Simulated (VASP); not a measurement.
# Bulk modulus of zinc-blende III-V compounds: PBEsol against PBE

VASP (plane waves, PAW); cells keep the symmetry of their structure type. Static lattice, from a third-order Birch-Murnaghan fit over five volumes at each level.

Here x stands for PBE B0 and y for PBEsol B0.

```csv
solid,PBE B0 (GPa),PBEsol B0 (GPa),cut-off (eV)
InAs,48.5,?,520
InP,59.4,66.6,520
GaAs,59.6,69.2,520
AlAs,67.3,72.2,520
BAs,131.9,140.7,520
BP,161.7,168.8,520
GaN,169.8,187.8,520
```

Q: Fit y against x with a straight line, and predict the withheld value at x = 48.5.

A: With u = x - 108, the rows have u = -48.60, -48.40, -40.70, 23.90, 53.70, 61.80. Means: u 0.28333, y 117.55. About the means, the sum of products is 14309 and the sum of squares of u is 13635; the slope is their ratio. Least squares gives y = 117.25 + 1.0495·u. Residuals (row less fit): 0.36, 2.75, -2.34, -1.63, -4.81, 5.69; standard error 4.22 (degrees of freedom: 4). The slope is 1.05 with a standard error of 0.036. At the withheld row, u = -59.50, so y = 117.25 + 1.0495 × (-59.50) = 54.80 GPa. The calculation gives 55.6 GPa, 0.80 GPa above the prediction (0.6 % of the range of y in the table). The row lies outside the fitted rows, so this is an extrapolation. From the scatter of the fitted rows alone, a prediction at this place has a standard error of 5.05 GPa, so the miss is 0.2 times that.

GaN is here a metastable form; wurtzite is the usual one. The rows are a random draw from the solids of this series computed here; series whose standard error about the line passes 12 to 30 % of the range of y, or with no trend, aren't shown in this form.
